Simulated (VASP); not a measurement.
Consider the following.

```xyz
4
Lattice="3.7206 0.0000 0.0000 -1.8603 3.2221 0.0000 0.0000 0.0000 5.1856" Properties=species:S:1:pos:R:3 pbc="T T T"
Rh     0.0000     0.0000     0.0000
Rh     0.0000     0.0000     2.5928
C      0.0000     2.1481     1.2964
C      1.8603     1.0740     3.8892
```

Calculation: PBE GGA, VASP's PBE PAW potentials (set 64) (plane waves; VASP 6.6.1). Run with 520 eV cut-off, 5×5×4 Γ-centred mesh, Gaussian smearing of 0.050 eV, potentials Rh_pv C.

Question: Give the stress tensor in GPa (positive for a compressed cell).

Answer: 
```
-45.98    0.00    0.00
  0.00  -45.98    0.00
  0.00    0.00  -20.68
```
The pressure is its mean diagonal, -37.55 GPa.

The structure was generated: RhC was put into the NiAs type (P6_3/mmc), which need not be its known phase. The cell was not relaxed at this level. The k-mesh is coarse (spacing up to 0.39 per Å, 2π included), so the numbers may not be converged in it.
